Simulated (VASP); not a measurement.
Write the native input for VASP 6.6.1 that does the following.

| Property | Result |
| --- | --- |
| Task | relaxation of cell and atoms |
| Functional | PBE |
| Dispersion | dDsC |
| Potentials or basis | VASP PAW PBE potentials, release 64 (Ba_sv, H) |
| Cutoff | 600 eV |
| k mesh | 5 × 5 × 5 |
| Occupations | fermi-dirac, width 0.05 eV |
| Spin | no spin polarisation |
| Further INCAR settings | ALGO = Normal; EDIFF = 1e-06; IBRION = 2; EDIFFG = -0.01; NSW = 60; ISIF = 3 |

The structure of BaH4 lies in POSCAR:

```
BaH4
1.0
    2.2908200000      1.3226000000      3.5362500000
   -2.2908200000      1.3226000000      3.5362500000
    0.0000000000     -2.6452100000      3.5362500000
Ba H
1 4
Direct
    0.0000000000      0.0000000000      0.0000000000
    0.7408700000      0.7408700000      0.7408700000
    0.2591300000      0.2591300000      0.2591300000
    0.4636900000      0.4636900000      0.4636900000
    0.5363100000      0.5363100000      0.5363100000
```

The cell was built by a generator and needn't be a form met in nature.

These files were run (other wordings do the same):

INCAR

```
PREC = Accurate ; ENCUT = 600
EDIFF = 1E-6 ; ISMEAR = -1
SIGMA = 0.05 ; LREAL = False
LASPH = True ; NELM = 80
ALGO = Normal ; ISIF = 3
LWAVE = False ; LCHARG = False
GGA = PE ; IVDW = 4
IBRION = 2 ; NSW = 60
EDIFFG = -0.01
```

KPOINTS

```
Automatic mesh
0
Gamma
  5 5 5
```

Potentials or basis: VASP PAW PBE potentials, release 64 (Ba_sv, H).

The run is started by

```sh
$ cat potpaw_PBE.64/Ba_sv/POTCAR potpaw_PBE.64/H/POTCAR > POTCAR
$ mpirun -np 1 vasp_std > vasp.out
```

It gave:

* Relaxed volume: 11.85 Å³/atom
* Relaxed cell: a = 4.299 Å, b = 4.299 Å, c = 4.299 Å, α = 62.48°, β = 62.48°, γ = 62.48°
* Space group after relaxing (to 0.05 Å): R-3m (No. 166)
* Energy gained by relaxing: -1.3 meV/atom
* Ionic steps: 18
* Pressure after relaxing: 0.0 GPa
* Largest force after relaxing: 0.009 eV/Å
* Band gap on the k mesh: 2.55 eV, indirect (least direct gap 2.95 eV)
* Hirshfeld charges: Ba +0.44; H -0.23, +0.01 e
* Dispersion energy per atom: -0.221 eV

Caveat: spin-orbit coupling is left out, which moves the levels of the heavy elements; an odd mesh through Γ misses points on the zone boundary, where band edges often lie.

Wall time 2.7 min on 1 thread of Intel(R) Xeon(R) Platinum 8488C (Sapphire Rapids), on a shared host, peak memory 0.22 GiB.
